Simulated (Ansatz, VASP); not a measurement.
## H72C35N10O16: VASP beside Ansatz

Aim: how closely do two programs agree when they are given the same cell, functional and k mesh? The cell is taken from a series of runs on this material, whose earlier steps may have relaxed, scaled, displaced or heated it; both programs get it as it stands.

Calculated with Ansatz 0.2.0; plane waves, with VASP 6.6.1 beside it; single point at PBE with D3(BJ).

## Step 1: The structure

The cell holds 133 atoms: 35 C, 10 N, 72 H and 16 O. Cell: a = 11.074 Å, b = 11.074 Å, c = 11.074 Å, α = 90.0°, β = 90.0°, γ = 90.0°.

## Step 2: VASP: single point, PBE with D3(BJ)

With cell and atoms fixed, the geometry can't cause a difference; cores, projectors, grids and the points listed under the comparison can.

Lines of VASP's logs that name or quote its potential files are left out, and so is its time.

Input file INCAR:

```
SYSTEM = H72C35N10O16
PREC = Accurate
ENCUT = 600
EDIFF = 1E-06
NELM = 120
ISMEAR = 0
SIGMA = 0.01
LREAL = Auto
ALGO = Normal
GGA = PE
IVDW = 12
NBANDS = 272
LORBIT = 11
LWAVE = .FALSE.
LCHARG = .FALSE.
ISIF = 2
LASPH = .TRUE.
GGA_COMPAT = .FALSE.
EFERMI = MIDGAP
```

Input file POSCAR:

```
H72C35N10O16
1.0
   11.0741300000      0.0000000000      0.0000000000
    0.0000000000     11.0741300000      0.0000000000
    0.0000000000      0.0000000000     11.0741300000
C N H O
35 10 72 16
Direct
    0.5812500000      0.7637100000      0.3749900000
    0.6082500000      0.6361900000      0.4231300000
    0.8291400000      0.5847100000      0.3588600000
    0.9406600000      0.6163500000      0.4059500000
    0.0170800000      0.7080200000      0.5926000000
    0.8041300000      0.6713900000      0.5373400000
    0.9799800000      0.9730700000      0.8090300000
    0.9596100000      0.1021300000      0.8198400000
    0.9659500000      0.2932200000      0.7046900000
    0.0414100000      0.3344100000      0.6160400000
    0.1370800000      0.2259200000      0.4355200000
    0.0377500000      0.1332000000      0.6097900000
    0.5475900000      0.1214500000      0.1130600000
    0.5202700000      0.0935100000      0.2425000000
    0.7209400000      0.1666700000      0.3183200000
    0.7563600000      0.2508600000      0.3954700000
    0.6538400000      0.3527200000      0.5660300000
    0.5568000000      0.2201600000      0.4172600000
    0.4164000000      0.1770400000      0.7900500000
    0.3563100000      0.2948200000      0.7910800000
    0.2893400000      0.2867800000      0.0049600000
    0.3277400000      0.3407800000      0.1065100000
    0.5103200000      0.4713700000      0.1561400000
    0.4312300000      0.4129200000      0.9557000000
    0.7768000000      0.7438300000      0.9977700000
    0.6760300000      0.8362000000      0.0190500000
    0.4463700000      0.8139300000      0.0280800000
    0.3562500000      0.7715200000      0.9556600000
    0.3605800000      0.6966800000      0.7379900000
    0.5324900000      0.7617800000      0.8602200000
[... 97 atom lines left out ...]
    0.2008300000      0.0670500000      0.1555600000
    0.1134100000      0.6450300000      0.0796900000
    0.2401300000      0.7236300000      0.2804300000
    0.0872200000      0.5328800000      0.8285600000
    0.9427800000      0.0351500000      0.1155400000
    0.9593600000      0.9485600000      0.3274200000
```

Input file KPOINTS:

```
Automatic mesh
0
Gamma
1 1 1
0 0 0
```

The projector-augmented-wave data sets are C, N, H and O (PBE family, release 64).

On the command line:

```bash
$ export OMP_NUM_THREADS=4
$ mpirun -np 1 vasp_gam
```

Numbers of over 12 decimals in the logs are rounded to 6 here.

Log:

```text
[banner, memory and clock lines left out]
running    1 mpi-ranks, on    1 nodes
[...]
Offloading initialized ...    1 GPUs detected
[...]
LDA part: xc-table for (Slater+PW92), standard interpolation
 POSCAR, INCAR and KPOINTS ok, starting setup
[...]
entering main loop
       N       E                     dE             d eps       ncg     rms          rms(c)
DAV:   1     0.295285334096E+04    0.29529E+04   -0.20344E+05   552   0.137E+03
DAV:   2    -0.488293960403E+03   -0.34411E+04   -0.32584E+04   680   0.313E+02
DAV:   3    -0.828279044436E+03   -0.33999E+03   -0.33672E+03   680   0.102E+02
DAV:   4    -0.835977386550E+03   -0.76983E+01   -0.76682E+01   688   0.171E+01
[...]
DAV:  17    -0.768963040087E+03    0.38429E-05   -0.62538E-05   680   0.213E-02    0.887E-03
DAV:  18    -0.768963040247E+03   -0.16015E-06   -0.12300E-05   632   0.910E-03    0.482E-03
DAV:  19    -0.768963039663E+03    0.58324E-06   -0.21524E-06   552   0.480E-03
   1 F= -.77573687E+03 E0= -.77573687E+03  d E =0.000000E+00
```

OUTCAR, selected parts (step 2):

```text
  FREE ENERGIE OF THE ION-ELECTRON SYSTEM (eV)
  ---------------------------------------------------
  free  energy   TOTEN  =      -775.7368737430 eV

  energy  without entropy=     -775.7368737430  energy(sigma->0) =     -775.73687374
```

The run ends at a pressure of 1.52 GPa, with forces up to 5.8 eV/Å.

## Step 3: Ansatz: single point, PBE with D3(BJ)

Ansatz runs on its default PAW (the set named soft_2) files.

The same cell, functional and mesh now go to Ansatz, which takes its cutoff from its data sets.

Input file input.yaml:

```yaml
crystal:
  lattice:
    - [11.07413, 0.0, 0.0]
    - [0.0, 11.07413, 0.0]
    - [0.0, 0.0, 11.07413]
  atoms:
    - { symbol: C, position: [0.58125, 0.76371, 0.37499] }
    - { symbol: C, position: [0.60825, 0.63619, 0.42313] }
    - { symbol: "N", position: [0.74306, 0.62672, 0.44338] }
    - { symbol: C, position: [0.82914, 0.58471, 0.35886] }
    - { symbol: C, position: [0.94066, 0.61635, 0.40595] }
    - { symbol: "N", position: [0.92034, 0.67393, 0.51475] }
    - { symbol: C, position: [0.01708, 0.70802, 0.5926] }
    - { symbol: C, position: [0.80413, 0.67139, 0.53734] }
    - { symbol: H, position: [0.63321, 0.78382, 0.29372] }
    - { symbol: H, position: [0.60073, 0.8315, 0.44655] }
    - { symbol: H, position: [0.4805, 0.77446, 0.35593] }
    - { symbol: H, position: [0.59121, 0.55699, 0.36084] }
    - { symbol: H, position: [0.56631, 0.62551, 0.51027] }
    - { symbol: H, position: [0.80348, 0.5266, 0.2819] }
    - { symbol: H, position: [0.03271, 0.62692, 0.38415] }
    - { symbol: H, position: [0.98149, 0.74722, 0.67588] }
    - { symbol: H, position: [0.07359, 0.62543, 0.60958] }
    - { symbol: H, position: [0.06052, 0.78567, 0.55722] }
    - { symbol: H, position: [0.76594, 0.71043, 0.61394] }
    - { symbol: C, position: [0.97998, 0.97307, 0.80903] }
    - { symbol: C, position: [0.95961, 0.10213, 0.81984] }
    - { symbol: "N", position: [0.99906, 0.1729, 0.71641] }
    - { symbol: C, position: [0.96595, 0.29322, 0.70469] }
    - { symbol: C, position: [0.04141, 0.33441, 0.61604] }
    - { symbol: "N", position: [0.06414, 0.23, 0.54646] }
    - { symbol: C, position: [0.13708, 0.22592, 0.43552] }
    - { symbol: C, position: [0.03775, 0.1332, 0.60979] }
    - { symbol: H, position: [0.92585, 0.94248, 0.73158] }
    - { symbol: H, position: [0.9542, 0.92595, 0.89846] }
    - { symbol: H, position: [0.07195, 0.95309, 0.79809] }
    - { symbol: H, position: [0.00871, 0.13581, 0.89687] }
    - { symbol: H, position: [0.86588, 0.12335, 0.8477] }
    - { symbol: H, position: [0.92627, 0.32905, 0.78461] }
    - { symbol: H, position: [0.0678, 0.42171, 0.57565] }
    - { symbol: H, position: [0.11663, 0.13714, 0.39897] }
    - { symbol: H, position: [0.12246, 0.3, 0.37373] }
    - { symbol: H, position: [0.22537, 0.23289, 0.48053] }
    - { symbol: H, position: [0.06171, 0.03741, 0.59033] }
    - { symbol: C, position: [0.54759, 0.12145, 0.11306] }
    - { symbol: C, position: [0.52027, 0.09351, 0.2425] }
    - { symbol: "N", position: [0.59428, 0.1624, 0.31816] }
    - { symbol: C, position: [0.72094, 0.16667, 0.31832] }
    - { symbol: C, position: [0.75636, 0.25086, 0.39547] }
    - { symbol: "N", position: [0.65295, 0.28713, 0.45116] }
    - { symbol: C, position: [0.65384, 0.35272, 0.56603] }
    - { symbol: C, position: [0.5568, 0.22016, 0.41726] }
    - { symbol: H, position: [0.54527, 0.21814, 0.08923] }
    - { symbol: H, position: [0.49222, 0.07396, 0.04808] }
    - { symbol: H, position: [0.63895, 0.09161, 0.08534] }
    - { symbol: H, position: [0.54258, 0.00215, 0.25938] }
    - { symbol: H, position: [0.42274, 0.09766, 0.26999] }
    - { symbol: H, position: [0.7758, 0.12071, 0.25289] }
    - { symbol: H, position: [0.84439, 0.29178, 0.40994] }
    - { symbol: H, position: [0.7447, 0.36648, 0.60112] }
    - { symbol: H, position: [0.59431, 0.42599, 0.56297] }
    - { symbol: H, position: [0.62118, 0.29133, 0.6345] }
    - { symbol: H, position: [0.47999, 0.21873, 0.46135] }
    - { symbol: C, position: [0.4164, 0.17704, 0.79005] }
    - { symbol: C, position: [0.35631, 0.29482, 0.79108] }
    - { symbol: "N", position: [0.35776, 0.33264, 0.91485] }
    - { symbol: C, position: [0.28934, 0.28678, 0.00496] }
    - { symbol: C, position: [0.32774, 0.34078, 0.10651] }
    - { symbol: "N", position: [0.42144, 0.41183, 0.07593] }
    - { symbol: C, position: [0.51032, 0.47137, 0.15614] }
    - { symbol: C, position: [0.43123, 0.41292, 0.9557] }
    - { symbol: H, position: [0.35087, 0.10903, 0.81621] }
    - { symbol: H, position: [0.49438, 0.1645, 0.85228] }
    - { symbol: H, position: [0.43553, 0.15934, 0.69158] }
    - { symbol: H, position: [0.25977, 0.28631, 0.76713] }
    - { symbol: H, position: [0.39808, 0.36072, 0.73354] }
    - { symbol: H, position: [0.21941, 0.22154, 0.98599] }
    - { symbol: H, position: [0.30382, 0.32923, 0.19988] }
    - { symbol: H, position: [0.50879, 0.56813, 0.12314] }
    - { symbol: H, position: [0.47978, 0.46555, 0.25328] }
    - { symbol: H, position: [0.59371, 0.41347, 0.15171] }
    - { symbol: H, position: [0.48332, 0.46439, 0.89574] }
    - { symbol: C, position: [0.7768, 0.74383, 0.99777] }
    - { symbol: C, position: [0.67603, 0.8362, 0.01905] }
    - { symbol: "N", position: [0.55972, 0.80256, 0.97033] }
    - { symbol: C, position: [0.44637, 0.81393, 0.02808] }
    - { symbol: C, position: [0.35625, 0.77152, 0.95566] }
    - { symbol: "N", position: [0.41099, 0.74556, 0.84921] }
    - { symbol: C, position: [0.36058, 0.69668, 0.73799] }
    - { symbol: C, position: [0.53249, 0.76178, 0.86022] }
    - { symbol: H, position: [0.74594, 0.65312, 0.01029] }
    - { symbol: H, position: [0.84568, 0.76013, 0.05913] }
    - { symbol: H, position: [0.80921, 0.73665, 0.90894] }
    - { symbol: H, position: [0.69269, 0.92081, 0.97164] }
    - { symbol: H, position: [0.66483, 0.84878, 0.11257] }
    - { symbol: H, position: [0.44369, 0.86572, 0.11701] }
    - { symbol: H, position: [0.26079, 0.7714, 0.96026] }
    - { symbol: H, position: [0.28278, 0.63338, 0.75894] }
    - { symbol: H, position: [0.32889, 0.77767, 0.69194] }
    - { symbol: H, position: [0.43338, 0.63746, 0.69322] }
    - { symbol: H, position: [0.59986, 0.73758, 0.79496] }
    - { symbol: O, position: [0.9327, 0.27204, 0.17443] }
    - { symbol: C, position: [0.98298, 0.36695, 0.1345] }
    - { symbol: O, position: [0.01826, 0.46003, 0.19201] }
    - { symbol: H, position: [0.97406, 0.37924, 0.03626] }
    - { symbol: O, position: [0.80535, 0.01756, 0.53769] }
    - { symbol: C, position: [0.71662, 0.00276, 0.61247] }
    - { symbol: O, position: [0.69129, 0.91717, 0.6894] }
    - { symbol: H, position: [0.64875, 0.0706, 0.60315] }
    - { symbol: O, position: [0.64128, 0.52454, 0.82011] }
    - { symbol: C, position: [0.74666, 0.48936, 0.83536] }
    - { symbol: O, position: [0.84045, 0.52219, 0.77914] }
    - { symbol: H, position: [0.7593, 0.40924, 0.8938] }
    - { symbol: O, position: [0.25106, 0.9621, 0.56839] }
    - { symbol: C, position: [0.27508, 0.95837, 0.45915] }
    - { symbol: O, position: [0.21788, 0.94286, 0.35843] }
    - { symbol: H, position: [0.37169, 0.98912, 0.44615] }
    - { symbol: O, position: [0.38757, 0.40505, 0.48424] }
    - { symbol: C, position: [0.33413, 0.50421, 0.49578] }
    - { symbol: O, position: [0.3502, 0.60992, 0.45923] }
    - { symbol: H, position: [0.25685, 0.499, 0.55706] }
    - { symbol: O, position: [0.20083, 0.06705, 0.15556] }
    - { symbol: H, position: [0.11673, 0.07148, 0.12297] }
    - { symbol: H, position: [0.2029, 0.01045, 0.2259] }
    - { symbol: O, position: [0.11341, 0.64503, 0.07969] }
    - { symbol: H, position: [0.06323, 0.58072, 0.11842] }
    - { symbol: H, position: [0.16913, 0.6808, 0.14109] }
    - { symbol: O, position: [0.24013, 0.72363, 0.28043] }
    - { symbol: H, position: [0.27207, 0.68906, 0.3575] }
    - { symbol: H, position: [0.22065, 0.81098, 0.29242] }
    - { symbol: O, position: [0.08722, 0.53288, 0.82856] }
    - { symbol: H, position: [0.1125, 0.57967, 0.90154] }
    - { symbol: H, position: [0.00054, 0.55028, 0.81019] }
    - { symbol: O, position: [0.94278, 0.03515, 0.11554] }
    - { symbol: H, position: [0.93358, 0.11985, 0.14547] }
    - { symbol: H, position: [0.93226, 0.97761, 0.18434] }
    - { symbol: O, position: [0.95936, 0.94856, 0.32742] }
    - { symbol: H, position: [0.04803, 0.9468, 0.34445] }
    - { symbol: H, position: [0.91486, 0.97298, 0.4021] }
kpoints:
  mp_grid: { grid: [1, 1, 1] }
hamiltonian:
  xc: pbe
  dispersion: d3bj
scf:
  occupations: { method: fixed }
output:
  forces: true
  stress: true
  populations: true
  dos:
    method: { smearing: { sigma: 0.1 } }
    de: 0.1
    projected: { site_lists: { C: [C], H: [H], "N": ["N"], O: [O] } }
  eigenvalues: true
  write_density: true
  write_potential: true
  volumetric_format: npy
```

On the command line:

```bash
$ ansatz run input.yaml --threads 8 --pin off --max-ram 15872MiB --backend cpu --events-out ev --progress --plain --runs-dir out
```

Log:

```text
Engine: ansatz 0.2.0, x86_64-unknown-linux-gnu
Pseudopotentials: kind: paw
Pseudopotential: C, paw, valence charge 4, recommended cutoff 420 eV (normal), C.paw.azcp
Pseudopotential: N, paw, valence charge 5, recommended cutoff 420 eV (normal), N.paw.azcp
Pseudopotential: H, paw, valence charge 1, recommended cutoff 420 eV (normal), H.paw.azcp
Pseudopotential: O, paw, valence charge 6, recommended cutoff 420 eV (normal), O.paw.azcp
Functional definition: PBE
  parameter kappa = 0.804
  parameter beta = 0.066725
  exchange = pbe_x(kappa = kappa, mu = beta*pi^2/3)
  correlation = pbe_c(beta = beta)
Crystal: 133 atoms, lattice volume = 1358.091 Å³
Basis set: ecut = 420 eV, 26745 PW (Γ), exchange–correlation on 150×150×150 points (8 copies of the dense FFT grid, shifted against one another)
Bands: 312, of which v1, the nominal top of the filled ones, is band 179 counted from 1 (178 counted from 0)
Symmetry: 1 space group operations
Space group: P1 (ITA 1), of the structure as read, at distance tolerance 1.1e-4 Å
k-points: 1
Non-local potential: C, projectors of the file, l = 0: 2, l = 1: 2, l = 2: 1
Non-local potential: N, projectors of the file, l = 0: 2, l = 1: 2, l = 2: 1
Non-local potential: H, projectors of the file, l = 0: 2, l = 1: 1
Non-local potential: O, projectors of the file, l = 0: 2, l = 1: 2, l = 2: 1
PAW form: soft (Blöchl's): semilocal exchange-correlation on the pseudo side does not see the compensation charge
PAW one-centre angular grid: C, 110 points (default); XC on 64 Gauss nodes
PAW one-centre angular grid: N, 110 points (default); XC on 64 Gauss nodes
PAW one-centre angular grid: H, 110 points (default); XC on 64 Gauss nodes
PAW one-centre angular grid: O, 110 points (default); XC on 64 Gauss nodes
Initial density: superposition of atomic densities (neutral atoms: chi_scale 0, normalization atom), corrected by the library's trained network
Initial wavefunctions: pseudopotential atomic-orbital guess
Functional: x = pbe(κ = 0.804, μ = 0.219515), c = pbe(β = 0.066725)
SCF iter   1: F=—  HF=-22851.407377 eV  |F-HF|=—  |Δ(HF+E_count)|=         —  Δρ=6.64e-3  dr2=9.91e-1  ethr=1.77e-3  ⟨swp⟩=5.0  Hψ=1085  notcnv=0  defer=131
preconditioner: auto → Resta (q_TF=auto, 2.185 Å⁻¹)  ε∞=2.4  [insulator: Δε(μ)=3.301 eV  Ē_g=15.933 eV  n_scr=250 (ndim 8)  ℏωp=18.8 eV  f_vac=0.214  ε∞_Penn≈2.4]
SCF iter   2: F=—  HF=-22851.171137 eV  |F-HF|=—  |Δ(HF+E_count)|=   2.36e-1  Δρ=3.21e-3  dr2=1.95e-1  ethr=2.77e-4  ⟨swp⟩=3.0  Hψ=540  notcnv=0  defer=131
SCF iter   3: F=—  HF=-22851.126771 eV  |F-HF|=—  |Δ(HF+E_count)|=   4.44e-2  Δρ=1.54e-3  dr2=5.93e-2  ethr=5.46e-5  ⟨swp⟩=2.0  Hψ=360  notcnv=0  defer=131
SCF iter   4: F=—  HF=-22851.112687 eV  |F-HF|=—  |Δ(HF+E_count)|=   1.41e-2  Δρ=8.56e-4  dr2=1.17e-2  ethr=1.66e-5  ⟨swp⟩=2.0  Hψ=359  notcnv=0  defer=131
SCF iter   5: F=—  HF=-22851.110785 eV  |F-HF|=—  |Δ(HF+E_count)|=   1.90e-3  Δρ=4.61e-4  dr2=2.83e-3  ethr=3.27e-6  ⟨swp⟩=2.0  Hψ=534  notcnv=0  defer=131
SCF iter   6: F=—  HF=-22851.110456 eV  |F-HF|=—  |Δ(HF+E_count)|=   3.29e-4  Δρ=1.46e-4  dr2=3.24e-4  ethr=7.90e-7  ⟨swp⟩=2.0  Hψ=358  notcnv=0  defer=129
SCF iter   7: F=—  HF=-22851.110488 eV  |F-HF|=—  |Δ(HF+E_count)|=   3.13e-5  Δρ=6.31e-5  dr2=5.47e-5  ethr=9.04e-8  ⟨swp⟩=2.0  Hψ=357  notcnv=0  defer=127
SCF iter   8: F=—  HF=-22851.108851 eV  |F-HF|=—  |Δ(HF+E_count)|=   1.64e-3  Δρ=2.75e-5  dr2=9.38e-6  ethr=1.53e-8  ⟨swp⟩=3.0  Hψ=355  notcnv=0  defer=127
SCF iter   9: F=—  HF=-22851.108854 eV  |F-HF|=—  |Δ(HF+E_count)|=   2.78e-6  Δρ=1.45e-5  dr2=2.66e-6  ethr=2.62e-9  ⟨swp⟩=3.0  Hψ=355  notcnv=0  defer=127
SCF iter  10: F=—  HF=-22851.108854 eV  |F-HF|=—  |Δ(HF+E_count)|=   3.11e-7  Δρ=4.04e-6  dr2=2.29e-7  ethr=7.42e-10  ⟨swp⟩=2.0  Hψ=357  notcnv=0  defer=127
SCF iter  11: F=-22851.108854 eV  HF=-22851.108854 eV  |F-HF|=1.14e-8  |Δ(HF+E_count)|=   1.44e-7  Δρ=1.72e-6  dr2=4.11e-8  ethr=2.79e-11  ⟨swp⟩=21.0  Hψ=3143  notcnv=0
SCF 1 converged in 11 iterations: F = -22851.108854 eV  dr2 = 4.11e-8
  greatest PAW one-centre occupation: 0.875 electrons in one spin orbital (limit 2), on the O atom at site 107 (counted from 0), in its partial waves of l = 0
SCF converged after 11 iterations
Free energy (F): -22851.108854 eV
Harris-Foulkes:  -22851.108854 eV  (|F-HF|=1.14e-8)
Internal energy: -22851.108854 eV  (E = F + TS)
E sigma→0 (E₀):  -22851.108854 eV
Fermi energy:    0.194602 eV
--- Per-component energies (eV) ---
  E_band       = -2912.460215
  E_kinetic    = 8312.608103
  E_local      = -26212.830998  (includes V_loc(G=0)·N_el)
  E_nonlocal   = 2311.041412
  E_hartree    = 9448.828951
  E_xc         = -4088.266054
  E_vxc        = -5154.978519  (∫ρ·V_xc dr)
  E_paw        = -7332.393014  (= ΣΔE_a)
  E_vpaw       = -1065.900160  (= ΣTr[D̂ρ^β])
  E_aug_tail   = -0.055632  (compensation charges beyond the density's cutoff)
  E_ewald      = -5283.266800
[...]
atom  89  H     -0.25671762     0.44220635     1.43106974
  atom  90  H     -0.23995993    -1.22375048    -1.27307054
  atom  91  H     -0.97722388    -0.09190947     0.54275164
  atom  92  H      0.63891218     0.80940367    -0.12346505
  atom  93  H     -0.03982774    -0.34219562    -1.00465202
  atom  94  H     -1.12422337     1.36734464     0.34005105
  atom  95  H      0.04176611    -0.06362725    -0.42099640
  atom  96  O      0.68394795     0.22095186     0.51670457
  atom  97  C     -1.46031295     0.79018765     0.31575112
  atom  98  O     -0.06018810    -1.18195874     0.21471799
  atom  99  H      0.54526435    -0.05604745    -0.79407082
  atom 100  O     -0.83887428    -0.74655896     1.42926727
  atom 101  C      1.18513064    -2.50041097     0.16050775
  atom 102  O      1.09402019     1.64836122    -1.72040318
  atom 103  H     -1.30731410     1.32387922     0.13377638
  atom 104  O     -1.19758156     0.64486339    -0.02605162
  atom 105  C      0.99633580    -0.70253585    -1.08813411
  atom 106  O     -0.06393770     0.55755157     0.07988394
  atom 107  H      0.06333523    -0.30749824     0.75154982
  atom 108  O     -1.69573403    -0.74664789    -0.08099800
  atom 109  C      1.96416766     1.39275715    -0.77092097
  atom 110  O     -0.71063612     0.01840094     1.88761894
  atom 111  H      0.16861853    -0.36891389    -0.53408408
  atom 112  O      0.91183759     0.08554347    -0.77191448
[...]
atom 126  H     -0.77915917    -0.42020103    -0.43165190
  atom 127  H      0.55465720    -0.24523278     0.63095474
  atom 128  O     -0.35009716    -0.04377495    -0.64348969
  atom 129  H      0.08770539    -0.37585803    -0.07768886
  atom 130  H      0.34242263     0.99562256    -0.14554003
  atom 131  O      0.04803067    -0.15474248     1.30998578
  atom 132  H     -0.62784628    -0.04777429     0.14800227
  atom 133  H      0.42180015    -0.32776464    -0.51244236
  max |Σ_I F_I| component: 7.34e-5 eV/Å
--- Stress (GPa, compression-positive) ---
        0.843910       0.306532      -1.340689
        0.306532       1.489171       1.040048
       -1.340690       1.040048       2.076948
  P = ⅓ Tr σ = 1.4700 GPa (14.700 kbar)
--- Band table (eV) ---
  k-point 0: bands = [... 175 lower, -0.0250, 0.0281, 0.0616, 0.1946, 2.8557, 3.2536, 3.2862, 3.4451, ... 129 higher]
--- Löwdin populations: 133 sites ---
  site symbol       q [e]
     0      C      4.4428
     1      C      4.1245
     2      N      4.9832
     3      C      4.0780
     4      C      4.0544
     5      N      4.9253
     6      C      4.3451
     7      C      3.9069
     8      H      0.8288
     9      H      0.7958
    10      H      0.7952
    11      H      0.8211
    12      H      0.7823
    13      H      0.7692
    14      H      0.7475
    15      H      0.7734
    16      H      0.7980
    17      H      0.7639
    18      H      0.7430
    19      C      4.4631
    20      C      4.1619
    21      N      4.9598
    22      C      4.0548
    23      C      4.0573
[...]
125      H      0.6140
   126      H      0.6177
   127      O      6.7484
   128      H      0.6297
   129      H      0.6208
   130      O      6.6986
   131      H      0.6277
   132      H      0.6090
  spilling = 0.013707 (of n_electrons = 358.000000)
```

(Continued in part 2 of 2.)

[Lines on the potential files, build, host, timing and source positions are cut from VASP's logs without a mark.]

[Logs are printed without paths, hosts, clocks, repeated set-up lines and the standing remarks that a program may print on its own settings, such as how far it seeks lower states.]

[Hosts, paths, dates, database ids (printed as entryN), source tags and the programs' standing remarks are cut or masked in the printed files.]
